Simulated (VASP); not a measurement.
An input for Ansatz (written as the equivalent of a VASP run, and not itself run):

Ansatz 0.2 input:
```yaml
crystal:
  lattice:
    - [0.0000000, 2.2908100, 2.2908100]
    - [2.2908100, 0.0000000, 2.2908100]
    - [2.2908100, 2.2908100, 0.0000000]
  atoms:
    - { symbol: Fe, position: [0.0000000, 0.0000000, 0.0000000], spin: 1.1 }
    - { symbol: P, position: [0.5000000, 0.5000000, 0.5000000] }
kpoints:
  mp_grid: { grid: [15, 15, 15] }
hamiltonian:
  xc: pbesol
  pseudopotentials: { kind: paw }
magnetization: { spin_polarized: true }
scf:
  occupations: { method: tetrahedron }
  max_iter: 100
output: { forces: true, stress: true, eigenvalues: true }
```

Q: Write the VASP files for the same calculation (PBEsol).

A: Several could match; the one computed here: 
POSCAR:
```
FeP
1
   -0.0000000000     2.2908100095     2.2908100095
    2.2908100095    -0.0000000000     2.2908100095
    2.2908100095     2.2908100095     0.0000000000
Fe P
1 1
Direct
  0.0000000000   0.0000000000   0.0000000000
  0.5000000000   0.5000000000   0.5000000000
```

### INCAR
```
EDIFF = 1E-7   ! SCF stop (eV)
NEDOS = 601
LORBIT = 11   ! lm-projected
ENCUT = 400   ! plane-wave cut-off (eV)
NELM = 100   ! most electronic steps
GGA = PS
PREC = Accurate
ALGO = Normal
LASPH = T   ! aspherical one-centre terms
LWAVE = F
SYSTEM = FeP
ISIF = 2
MAGMOM = 1.1 -0.0
ISMEAR = -5   ! tetrahedra, Bloechl
LMAXMIX = 4   ! l cut-off of mixed one-centre charges
LREAL = F   ! projection in real space or not
ISPIN = 2
LCHARG = T
```

File KPOINTS:
```
Automatic mesh
0
Gamma
15 15 15
0 0 0
```

POTCAR, in this order: Fe P (PBE.64 set). Program: vasp_std.

Limits of the translation: each code has its own PAW files, so the cut-off isn't converted (ENCUT is set for VASP's; basis.ecutwfc is left out, and Ansatz then takes the one that its files recommend); Ansatz stops its SCF on the density residual and VASP on the energy change (EDIFF).

The structure was generated: FeP was put into the rock salt type (Fm-3m), which need not be its known phase. It was relaxed first, which changed the volume by -30 %.
